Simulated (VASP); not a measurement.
# GaP: exact exchange and RPA correlation

Wanted: where the RPA puts the energy minimum of GaP. The scan starts from a database cell, scaled to the smallest volume of the series. The cell is of the zinc-blende type, one of the forms listed for this formula. The start is a cell from a database of measured crystal structures.

Main program and level: VASP 6.6.1; PBE; plane waves and PAW (Ga_d_GW, P_GW), in the first sound run; inputs show where later runs differ.

Most raw output is cut from this account.

**1. Set-up**

The structure is cubic, space group F-43m (No. 216). The conventional cell has a = 5.339 Å, b = 5.339 Å, c = 5.339 Å, α = 90.00°, β = 90.00°, γ = 90.00°. Nearest to Ga lie 4 P at 2.31 Å. Nearest to P lie 4 Ga at 2.31 Å. Farther neighbours are not listed.

Coordinates:

```
Ga P
1.0
     0.00000    2.66962    2.66962
     2.66962    0.00000    2.66962
     2.66962    2.66962    0.00000
Ga P
1 1
Direct
  0.00000 0.00000 0.00000
  0.75000 0.75000 0.75000
```

**2. Orbitals, volume ratio 0.94**

RPA gives no stress here, so the energy is scanned over volumes, at one cutoff and mesh. Volumes are given as ratios to a reference cell, and this first cell is that cell scaled to 0.94. Each point starts from PBE orbitals, tightly converged.

INCAR reads:

```
SYSTEM = GaP
PREC = Accurate
ENCUT = 550
EDIFF = 1E-08
NELM = 100
ISMEAR = 0
SIGMA = 0.05
LREAL = .FALSE.
ALGO = Normal
GGA = PE
NBANDS = 15
LORBIT = 11
LWAVE = .TRUE.
LCHARG = .FALSE.
KPAR = 8
```

POSCAR reads:

```
GaP
1.0
    0.0000000000      2.6696170428      2.6696170428
    2.6696170428      0.0000000000      2.6696170428
    2.6696170428      2.6696170428      0.0000000000
Ga P
1 1
Direct
    0.0000000000      0.0000000000      0.0000000000
    0.7500000000      0.7500000000      0.7500000000
```

KPOINTS reads:

```
Automatic mesh
0
Gamma
6 6 6
0 0 0
```

Potentials, in the order of the species: Ga_d_GW and P_GW (PBE family, release 64).

Run with:

```sh
mpirun -np 8 vasp_std
```

Wall time 4 s (8 MPI ranks of Intel Xeon 6975P-C (Granite Rapids), shared host); peak memory 1.4 GiB.

The gap is read on the k-mesh alone, so it is an upper bound where the band edges lie off the mesh.

Numbers from this step:

| Item | Value |
| --- | --- |
| free energy (TOTEN) | -8.998 eV |
| Fermi energy | 5.21 eV |
| pressure | 8.274 GPa |
| gap on the k-mesh | 1.510 eV |
| least direct gap on the k-mesh | 2.340 eV |

**3. Exact exchange, volume ratio 0.94**

This step: Hartree-Fock energy on PBE orbitals; plane waves and PAW (Ga_d_GW, P_GW) (VASP 6.6.1).

The Hartree-Fock energy is evaluated once on these orbitals (ALGO = Eigenval, NELM = 1), without letting them relax. It uses the mesh of the correlation step, and the total energy is their sum.

INCAR reads:

```
SYSTEM = GaP
PREC = Accurate
ENCUT = 550
ISMEAR = 0
SIGMA = 0.05
LREAL = .FALSE.
GGA = PE
NBANDS = 15
ALGO = Eigenval
NELM = 1
LHFCALC = .TRUE.
AEXX = 1
ALDAC = 0
AGGAC = 0
PRECFOCK = Normal
LWAVE = .FALSE.
LCHARG = .FALSE.
```

POSCAR is that of step 2.

KPOINTS is that of step 2.

The run starts from files that an earlier step left in the folder.

Run with:

```sh
mpirun -np 8 vasp_std
```

Elapsed: 59 s, on 8 MPI ranks; peak memory 1.1 GiB.

This step gave:

```yaml
free_energy_toten: -16.03 eV
```

The Hartree-Fock energy on these orbitals is -8.0147 eV an atom.

**4. Empty bands, volume ratio 0.94**

This step: PBE; plane waves and PAW (Ga_d_GW, P_GW) (VASP 6.6.1).

ALGO = Exact makes the empty bands from the converged ground state in one step. LOPTICS writes the k-derivatives of the orbitals (WAVEDER), which give the long-wavelength limit of the screening.

INCAR reads:

```
SYSTEM = GaP
PREC = Accurate
ENCUT = 550
ISMEAR = 0
SIGMA = 0.05
LREAL = .FALSE.
GGA = PE
NBANDS = 1136
ALGO = Exact
NELM = 1
LWAVE = .TRUE.
LCHARG = .FALSE.
LOPTICS = .TRUE.
NEDOS = 1000
CSHIFT = 0.1
```

POSCAR is that of step 3.

KPOINTS is that of step 3.

Run with:

```sh
mpirun -np 8 vasp_std
```

Wall time 16 s (8 MPI ranks); peak memory 1.9 GiB; 2 min of CPU time.

WAVECAR now holds 1136 bands for 18 electrons. Its independent-particle dielectric tensor has xx, yy, zz = 12.2, 12.2, 12.2 on this mesh, which isn't tested for convergence in mesh or bands and lacks local fields.

**5. RPA correlation, volume ratio 0.94**

This step: RPA correlation on PBE orbitals; plane waves and PAW (Ga_d_GW, P_GW) (VASP 6.6.1).

The RPA correlation energy follows from the response function on imaginary frequencies; VASP computes it for a row of response cutoffs and extrapolates.

INCAR reads:

```
SYSTEM = GaP
PREC = Accurate
ENCUT = 550
ISMEAR = 0
SIGMA = 0.05
LREAL = .FALSE.
GGA = PE
NBANDS = 1136
ALGO = ACFDT
ENCUTGW = 200
NOMEGA = 12
PRECFOCK = Fast
LWAVE = .FALSE.
LCHARG = .FALSE.
```

POSCAR is that of step 4.

KPOINTS is that of step 4.

Run with:

```sh
mpirun -np 8 vasp_std
```

It took 23 min on 8 MPI ranks; peak memory 6.8 GiB; 3 h of CPU time.

Numbers from this step:

* RPA correlation energy: -19.39 eV

Extrapolated by the program to an infinite response cutoff, the correlation energy is -9.6966 eV an atom. With exact exchange the total is -17.7113 eV an atom.

**6. Comparison: r2SCAN, volume ratio 0.94**

This step: r2SCAN; plane waves and PAW (Ga_d_GW, P_GW) (VASP 6.6.1).

For comparison the same cell is computed with r2SCAN.

INCAR reads:

```
SYSTEM = GaP
PREC = Accurate
ENCUT = 550
EDIFF = 1E-06
NELM = 100
ISMEAR = 0
SIGMA = 0.05
LREAL = .FALSE.
ALGO = Normal
METAGGA = R2SCAN
LASPH = .TRUE.
NBANDS = 15
LWAVE = .FALSE.
LCHARG = .FALSE.
KPAR = 8
```

POSCAR is that of step 5.

KPOINTS is that of step 5.

Run with:

```sh
mpirun -np 8 vasp_std
```

Elapsed: 8.2 s, on 8 MPI ranks; peak memory 1.3 GiB.

The PAW data sets were made with PBE, which is usual practice but a small mismatch for other functionals.

Numbers from this step:

```yaml
free_energy_toten: -21.41 eV
fermi_energy: 5.021 eV
pressure: 6.396 GPa
gap_on_the_k_mesh: 1.775 eV
least_direct_gap_on_the_k_mesh: 2.892 eV
```

Its energy is -10.7060 eV an atom, on a zero of its own.

**7. Orbitals for comparison: HSE06, volume ratio 0.94**

This step: PBE; plane waves and PAW (Ga_d_GW, P_GW) (VASP 6.6.1).

A hybrid converges faster from good orbitals, so a cheap PBE run writes WAVECAR first.

INCAR reads:

```
SYSTEM = GaP
PREC = Accurate
ENCUT = 550
EDIFF = 1E-05
NELM = 100
ISMEAR = 0
SIGMA = 0.05
LREAL = .FALSE.
ALGO = Normal
GGA = PE
NBANDS = 15
LORBIT = 11
LWAVE = .TRUE.
LCHARG = .FALSE.
KPAR = 8
```

POSCAR is that of step 6.

KPOINTS is that of step 6.

Run with:

```sh
mpirun -np 8 vasp_std
```

Run time: 2.6 s. Hardware: 8 MPI ranks; peak memory 1.4 GiB.

This step gave:

- free energy (TOTEN): -8.998 eV
- Fermi energy: 5.21 eV
- pressure: 8.307 GPa
- gap on the k-mesh: 1.510 eV
- least direct gap on the k-mesh: 2.34 eV

The run ends at a pressure of 8.31 GPa.

**8. Comparison: HSE06, volume ratio 0.94**

This step: HSE06; plane waves and PAW (Ga_d_GW, P_GW) (VASP 6.6.1).

For comparison the same cell is computed with HSE06.

INCAR reads:

```
SYSTEM = GaP
PREC = Accurate
ENCUT = 550
EDIFF = 1E-06
NELM = 100
ISMEAR = 0
SIGMA = 0.05
LREAL = .FALSE.
ALGO = Normal
LHFCALC = .TRUE.
AEXX = 0.25
GGA = PE
HFSCREEN = 0.2
LASPH = .TRUE.
NBANDS = 15
PRECFOCK = Fast
LWAVE = .FALSE.
LCHARG = .FALSE.
KPAR = 8
```

POSCAR is that of step 7.

KPOINTS is that of step 7.

The run starts from files that an earlier step left in the folder.

Run with:

```sh
mpirun -np 8 vasp_std
```

It took 94 s on 8 MPI ranks; peak memory 2.2 GiB.

This step gave:

- free energy (TOTEN): -10.73 eV
- Fermi energy: 4.755 eV
- gap on the k-mesh: 2.175 eV
- least direct gap on the k-mesh: 3.368 eV

Its energy is -5.3631 eV an atom, on a zero of its own.

**9. Orbitals, volume ratio 0.97**

This step: PBE; plane waves and PAW (Ga_d_GW, P_GW) (VASP 6.6.1).

The same chain follows at a volume ratio of 0.97.

INCAR reads:

```
SYSTEM = GaP
PREC = Accurate
ENCUT = 550
EDIFF = 1E-08
NELM = 100
ISMEAR = 0
SIGMA = 0.05
LREAL = .FALSE.
ALGO = Normal
GGA = PE
NBANDS = 15
LORBIT = 11
LWAVE = .TRUE.
LCHARG = .FALSE.
KPAR = 8
```

POSCAR reads:

```
GaP
1.0
    0.0000000000      2.6977203400      2.6977203400
    2.6977203400      0.0000000000      2.6977203400
    2.6977203400      2.6977203400      0.0000000000
Ga P
1 1
Direct
    0.0000000000      0.0000000000      0.0000000000
    0.7500000000      0.7500000000      0.7500000000
```

KPOINTS is that of step 8.

Run with:

```sh
mpirun -np 8 vasp_std
```

Run time: 3.8 s. Hardware: 8 MPI ranks; peak memory 1.4 GiB; 24 s of CPU time.

The run ends at a pressure of 4.94 GPa.

**10. Exact exchange, volume ratio 0.97**

This step: Hartree-Fock energy on PBE orbitals; plane waves and PAW (Ga_d_GW, P_GW) (VASP 6.6.1).

Exact exchange at this point.

INCAR reads:

```
SYSTEM = GaP
PREC = Accurate
ENCUT = 550
ISMEAR = 0
SIGMA = 0.05
LREAL = .FALSE.
GGA = PE
NBANDS = 15
ALGO = Eigenval
NELM = 1
LHFCALC = .TRUE.
AEXX = 1
ALDAC = 0
AGGAC = 0
PRECFOCK = Normal
LWAVE = .FALSE.
LCHARG = .FALSE.
```

POSCAR is that of step 9.

KPOINTS is that of step 9.

The WAVECAR or CHGCAR of an earlier step is read.

Run with:

```sh
mpirun -np 8 vasp_std
```

Run time: 57 s. Hardware: 8 MPI ranks; peak memory 1.1 GiB.

The Hartree-Fock energy on these orbitals is -8.0520 eV an atom.

**11. Empty bands, volume ratio 0.97**

This step: PBE; plane waves and PAW (Ga_d_GW, P_GW) (VASP 6.6.1).

The empty bands are made again, for the run that follows.

INCAR reads:

```
SYSTEM = GaP
PREC = Accurate
ENCUT = 550
ISMEAR = 0
SIGMA = 0.05
LREAL = .FALSE.
GGA = PE
NBANDS = 1160
ALGO = Exact
NELM = 1
LWAVE = .TRUE.
LCHARG = .FALSE.
LOPTICS = .TRUE.
NEDOS = 1000
CSHIFT = 0.1
```

POSCAR is that of step 10.

KPOINTS is that of step 10.

Run with:

```sh
mpirun -np 8 vasp_std
```

The job ended after 17 s (8 MPI ranks; peak memory 1.9 GiB; 2.1 min of CPU time).

WAVECAR now holds 1160 bands for 18 electrons.

**12. RPA correlation, volume ratio 0.97**

This step: RPA correlation on PBE orbitals; plane waves and PAW (Ga_d_GW, P_GW) (VASP 6.6.1).

RPA correlation at this point.

INCAR reads:

```
SYSTEM = GaP
PREC = Accurate
ENCUT = 550
ISMEAR = 0
SIGMA = 0.05
LREAL = .FALSE.
GGA = PE
NBANDS = 1160
ALGO = ACFDT
ENCUTGW = 200
NOMEGA = 12
PRECFOCK = Fast
LWAVE = .FALSE.
LCHARG = .FALSE.
```

POSCAR is that of step 11.

KPOINTS is that of step 11.

Run with:

```sh
mpirun -np 8 vasp_std
```

The job ended after 19 min (8 MPI ranks; peak memory 7 GiB).

Extrapolated by the program to an infinite response cutoff, the correlation energy is -9.6730 eV an atom, +24 meV against the point before. With exact exchange the total is -17.7250 eV an atom.

**13. Comparison: r2SCAN, volume ratio 0.97**

This step: r2SCAN; plane waves and PAW (Ga_d_GW, P_GW) (VASP 6.6.1).

The comparison at this point.

INCAR reads:

```
SYSTEM = GaP
PREC = Accurate
ENCUT = 550
EDIFF = 1E-06
NELM = 100
ISMEAR = 0
SIGMA = 0.05
LREAL = .FALSE.
ALGO = Normal
METAGGA = R2SCAN
LASPH = .TRUE.
NBANDS = 15
LWAVE = .FALSE.
LCHARG = .FALSE.
KPAR = 8
```

POSCAR is that of step 12.

KPOINTS is that of step 12.

Run with:

```sh
mpirun -np 8 vasp_std
```

Elapsed: 12 s, on 8 MPI ranks; peak memory 1.4 GiB.

Its energy is -10.7241 eV an atom, on a zero of its own.

**14. Orbitals for comparison: HSE06, volume ratio 0.97**

This step: PBE; plane waves and PAW (Ga_d_GW, P_GW) (VASP 6.6.1).

Starting orbitals, as before.

INCAR reads:

```
SYSTEM = GaP
PREC = Accurate
ENCUT = 550
EDIFF = 1E-05
NELM = 100
ISMEAR = 0
SIGMA = 0.05
LREAL = .FALSE.
ALGO = Normal
GGA = PE
NBANDS = 15
LORBIT = 11
LWAVE = .TRUE.
LCHARG = .FALSE.
KPAR = 8
```

POSCAR is that of step 13.

KPOINTS is that of step 13.

Run with:

```sh
mpirun -np 8 vasp_std
```

Run time: 3.6 s. Hardware: 8 MPI ranks; peak memory 1.4 GiB; 21 s of CPU time.

The run ends at a pressure of 4.96 GPa.

**15. Comparison: HSE06, volume ratio 0.97**

This step: HSE06; plane waves and PAW (Ga_d_GW, P_GW) (VASP 6.6.1).

INCAR reads:

```
SYSTEM = GaP
PREC = Accurate
ENCUT = 550
EDIFF = 1E-06
NELM = 100
ISMEAR = 0
SIGMA = 0.05
LREAL = .FALSE.
ALGO = Normal
LHFCALC = .TRUE.
AEXX = 0.25
GGA = PE
HFSCREEN = 0.2
LASPH = .TRUE.
NBANDS = 15
PRECFOCK = Fast
LWAVE = .FALSE.
LCHARG = .FALSE.
KPAR = 8
```

POSCAR is that of step 14.

KPOINTS is that of step 14.

The WAVECAR or CHGCAR of an earlier step is read.

Run with:

```sh
mpirun -np 8 vasp_std
```

Run time: 2.7 min. Hardware: 8 MPI ranks; peak memory 2.2 GiB.

Its energy is -5.3834 eV an atom, on a zero of its own.

**16. Orbitals, volume ratio 1**

This step: PBE; plane waves and PAW (Ga_d_GW, P_GW) (VASP 6.6.1).

The same chain follows at a volume ratio of 1.

INCAR reads:

```
SYSTEM = GaP
PREC = Accurate
ENCUT = 550
EDIFF = 1E-08
NELM = 100
ISMEAR = 0
SIGMA = 0.05
LREAL = .FALSE.
ALGO = Normal
GGA = PE
NBANDS = 15
LORBIT = 11
LWAVE = .TRUE.
LCHARG = .FALSE.
KPAR = 8
```

POSCAR reads:

```
GaP
1.0
    0.0000000000      2.7252500000      2.7252500000
    2.7252500000      0.0000000000      2.7252500000
    2.7252500000      2.7252500000      0.0000000000
Ga P
1 1
Direct
    0.0000000000      0.0000000000      0.0000000000
    0.7500000000      0.7500000000      0.7500000000
```

KPOINTS is that of step 15.

Run with:

```sh
mpirun -np 8 vasp_std
```

It took 3.8 s on 8 MPI ranks; peak memory 1.4 GiB.

The run ends at a pressure of 2.10 GPa.

**17. Exact exchange, volume ratio 1**

This step: Hartree-Fock energy on PBE orbitals; plane waves and PAW (Ga_d_GW, P_GW) (VASP 6.6.1).

INCAR reads:

```
SYSTEM = GaP
PREC = Accurate
ENCUT = 550
ISMEAR = 0
SIGMA = 0.05
LREAL = .FALSE.
GGA = PE
NBANDS = 15
ALGO = Eigenval
NELM = 1
LHFCALC = .TRUE.
AEXX = 1
ALDAC = 0
AGGAC = 0
PRECFOCK = Normal
LWAVE = .FALSE.
LCHARG = .FALSE.
```

POSCAR is that of step 16.

KPOINTS is that of step 16.

The run starts from files that an earlier step left in the folder.

Run with:

```sh
mpirun -np 8 vasp_std
```

Wall time 55 s (8 MPI ranks); peak memory 1.1 GiB; 7.2 min of CPU time.

The Hartree-Fock energy on these orbitals is -8.0740 eV an atom.

**18. Empty bands, volume ratio 1**

This step: PBE; plane waves and PAW (Ga_d_GW, P_GW) (VASP 6.6.1).

INCAR reads:

```
SYSTEM = GaP
PREC = Accurate
ENCUT = 550
ISMEAR = 0
SIGMA = 0.05
LREAL = .FALSE.
GGA = PE
NBANDS = 1240
ALGO = Exact
NELM = 1
LWAVE = .TRUE.
LCHARG = .FALSE.
LOPTICS = .TRUE.
NEDOS = 1000
CSHIFT = 0.1
```

POSCAR is that of step 17.

KPOINTS is that of step 17.

Run with:

```sh
mpirun -np 8 vasp_std
```

Run time: 14 s. Hardware: 8 MPI ranks; peak memory 2 GiB; 1.7 min of CPU time.

WAVECAR now holds 1240 bands for 18 electrons.

**19. RPA correlation, volume ratio 1**

This step: RPA correlation on PBE orbitals; plane waves and PAW (Ga_d_GW, P_GW) (VASP 6.6.1).

INCAR reads:

```
SYSTEM = GaP
PREC = Accurate
ENCUT = 550
ISMEAR = 0
SIGMA = 0.05
LREAL = .FALSE.
GGA = PE
NBANDS = 1240
ALGO = ACFDT
ENCUTGW = 200
NOMEGA = 12
PRECFOCK = Fast
LWAVE = .FALSE.
LCHARG = .FALSE.
```

POSCAR is that of step 18.

KPOINTS is that of step 18.

Run with:

```sh
mpirun -np 8 vasp_std
```

It took 26 min on 8 MPI ranks; peak memory 7.8 GiB; 3.5 h of CPU time.

Extrapolated by the program to an infinite response cutoff, the correlation energy is -9.6526 eV an atom, +20 meV against the point before. With exact exchange the total is -17.7266 eV an atom.

**20. Comparison: r2SCAN, volume ratio 1**

This step: r2SCAN; plane waves and PAW (Ga_d_GW, P_GW) (VASP 6.6.1).

INCAR reads:

```
SYSTEM = GaP
PREC = Accurate
ENCUT = 550
EDIFF = 1E-06
NELM = 100
ISMEAR = 0
SIGMA = 0.05
LREAL = .FALSE.
ALGO = Normal
METAGGA = R2SCAN
LASPH = .TRUE.
NBANDS = 15
LWAVE = .FALSE.
LCHARG = .FALSE.
KPAR = 8
```

POSCAR is that of step 19.

KPOINTS is that of step 19.

Run with:

```sh
mpirun -np 8 vasp_std
```

It took 13 s on 8 MPI ranks; peak memory 1.4 GiB.

Its energy is -10.7302 eV an atom, on a zero of its own.

**21. Orbitals for comparison: HSE06, volume ratio 1**

This step: PBE; plane waves and PAW (Ga_d_GW, P_GW) (VASP 6.6.1).

INCAR reads:

```
SYSTEM = GaP
PREC = Accurate
ENCUT = 550
EDIFF = 1E-05
NELM = 100
ISMEAR = 0
SIGMA = 0.05
LREAL = .FALSE.
ALGO = Normal
GGA = PE
NBANDS = 15
LORBIT = 11
LWAVE = .TRUE.
LCHARG = .FALSE.
KPAR = 8
```

POSCAR is that of step 20.

KPOINTS is that of step 20.

Run with:

```sh
mpirun -np 8 vasp_std
```

Wall time 3.6 s (8 MPI ranks); peak memory 1.4 GiB; 23 s of CPU time.

The run ends at a pressure of 2.12 GPa.

**22. Comparison: HSE06, volume ratio 1**

This step: HSE06; plane waves and PAW (Ga_d_GW, P_GW) (VASP 6.6.1).

INCAR reads:

```
SYSTEM = GaP
PREC = Accurate
ENCUT = 550
EDIFF = 1E-06
NELM = 100
ISMEAR = 0
SIGMA = 0.05
LREAL = .FALSE.
ALGO = Normal
LHFCALC = .TRUE.
AEXX = 0.25
GGA = PE
HFSCREEN = 0.2
LASPH = .TRUE.
NBANDS = 15
PRECFOCK = Fast
LWAVE = .FALSE.
LCHARG = .FALSE.
KPAR = 8
```

POSCAR is that of step 21.

KPOINTS is that of step 21.

The run starts from files that an earlier step left in the folder.

Run with:

```sh
mpirun -np 8 vasp_std
```

Run time: 2.6 min. Hardware: 8 MPI ranks; peak memory 2.2 GiB; 21 min of CPU time.

Its energy is -5.3914 eV an atom, on a zero of its own.

**23. Orbitals, volume ratio 1.03**

This step: PBE; plane waves and PAW (Ga_d_GW, P_GW) (VASP 6.6.1).

The same chain follows at a volume ratio of 1.03.

INCAR reads:

```
SYSTEM = GaP
PREC = Accurate
ENCUT = 550
EDIFF = 1E-08
NELM = 100
ISMEAR = 0
SIGMA = 0.05
LREAL = .FALSE.
ALGO = Normal
GGA = PE
NBANDS = 15
LORBIT = 11
LWAVE = .TRUE.
LCHARG = .FALSE.
KPAR = 8
```

POSCAR reads:

```
GaP
1.0
    0.0000000000      2.7522344282      2.7522344282
    2.7522344282      0.0000000000      2.7522344282
    2.7522344282      2.7522344282      0.0000000000
Ga P
1 1
Direct
    0.0000000000      0.0000000000      0.0000000000
    0.7500000000      0.7500000000      0.7500000000
```

KPOINTS is that of step 22.

Run with:

```sh
mpirun -np 8 vasp_std
```

The job ended after 4.2 s (8 MPI ranks; peak memory 1.4 GiB).

The run ends at a pressure of -0.33 GPa.

**24. Exact exchange, volume ratio 1.03**

This step: Hartree-Fock energy on PBE orbitals; plane waves and PAW (Ga_d_GW, P_GW) (VASP 6.6.1).

INCAR reads:

```
SYSTEM = GaP
PREC = Accurate
ENCUT = 550
ISMEAR = 0
SIGMA = 0.05
LREAL = .FALSE.
GGA = PE
NBANDS = 15
ALGO = Eigenval
NELM = 1
LHFCALC = .TRUE.
AEXX = 1
ALDAC = 0
AGGAC = 0
PRECFOCK = Normal
LWAVE = .FALSE.
LCHARG = .FALSE.
```

POSCAR is that of step 23.

KPOINTS is that of step 23.

The run starts from files that an earlier step left in the folder.

Run with:

```sh
mpirun -np 8 vasp_std
```

Run time: 83 s. Hardware: 8 MPI ranks; peak memory 1.1 GiB.

The Hartree-Fock energy on these orbitals is -8.0829 eV an atom.

**25. Empty bands, volume ratio 1.03**

This step: PBE; plane waves and PAW (Ga_d_GW, P_GW) (VASP 6.6.1).

INCAR reads:

```
SYSTEM = GaP
PREC = Accurate
ENCUT = 550
ISMEAR = 0
SIGMA = 0.05
LREAL = .FALSE.
GGA = PE
NBANDS = 1240
ALGO = Exact
NELM = 1
LWAVE = .TRUE.
LCHARG = .FALSE.
LOPTICS = .TRUE.
NEDOS = 1000
CSHIFT = 0.1
```

POSCAR is that of step 24.

KPOINTS is that of step 24.

Run with:

```sh
mpirun -np 8 vasp_std
```

Wall time 20 s (8 MPI ranks); peak memory 2 GiB.

**26. RPA correlation, volume ratio 1.03**

This step: RPA correlation on PBE orbitals; plane waves and PAW (Ga_d_GW, P_GW) (VASP 6.6.1).

INCAR reads:

```
SYSTEM = GaP
PREC = Accurate
ENCUT = 550
ISMEAR = 0
SIGMA = 0.05
LREAL = .FALSE.
GGA = PE
NBANDS = 1240
ALGO = ACFDT
ENCUTGW = 200
NOMEGA = 12
PRECFOCK = Fast
LWAVE = .FALSE.
LCHARG = .FALSE.
```

POSCAR is that of step 25.

KPOINTS is that of step 25.

Run with:

```sh
mpirun -np 8 vasp_std
```

Wall time 24 min (8 MPI ranks); peak memory 7.8 GiB; 3.3 h of CPU time.

Extrapolated by the program to an infinite response cutoff, the correlation energy is -9.6357 eV an atom, +17 meV against the point before. With exact exchange the total is -17.7186 eV an atom.

**27. Comparison: r2SCAN, volume ratio 1.03**

This step: r2SCAN; plane waves and PAW (Ga_d_GW, P_GW) (VASP 6.6.1).

INCAR reads:

```
SYSTEM = GaP
PREC = Accurate
ENCUT = 550
EDIFF = 1E-06
NELM = 100
ISMEAR = 0
SIGMA = 0.05
LREAL = .FALSE.
ALGO = Normal
METAGGA = R2SCAN
LASPH = .TRUE.
NBANDS = 15
LWAVE = .FALSE.
LCHARG = .FALSE.
KPAR = 8
```

POSCAR is that of step 26.

KPOINTS is that of step 26.

Run with:

```sh
mpirun -np 8 vasp_std
```

The job ended after 8.8 s (8 MPI ranks; peak memory 1.4 GiB).

Its energy is -10.7262 eV an atom, on a zero of its own.

**28. Orbitals for comparison: HSE06, volume ratio 1.03**

This step: PBE; plane waves and PAW (Ga_d_GW, P_GW) (VASP 6.6.1).

INCAR reads:

```
SYSTEM = GaP
PREC = Accurate
ENCUT = 550
EDIFF = 1E-05
NELM = 100
ISMEAR = 0
SIGMA = 0.05
LREAL = .FALSE.
ALGO = Normal
GGA = PE
NBANDS = 15
LORBIT = 11
LWAVE = .TRUE.
LCHARG = .FALSE.
KPAR = 8
```

POSCAR is that of step 27.

KPOINTS is that of step 27.

Run with:

```sh
mpirun -np 8 vasp_std
```

It took 2.8 s on 8 MPI ranks; peak memory 1.4 GiB; 16 s of CPU time.

The run ends at a pressure of -0.31 GPa.

(Continued in part 2 of 2.)

[Lines on the potential files, build, host, timing and source positions are cut from VASP's logs without a mark.]

[Logs are printed without paths, hosts, clocks, repeated set-up lines and the standing remarks that a program may print on its own settings, such as how far it seeks lower states.]

[Hosts, paths, dates, database ids (printed as entryN), source tags and the programs' standing remarks are cut or masked in the printed files.]

[Pressures printed for these runs are not shown converged in the cutoff: they can be off by several GPa and have the wrong sign.]
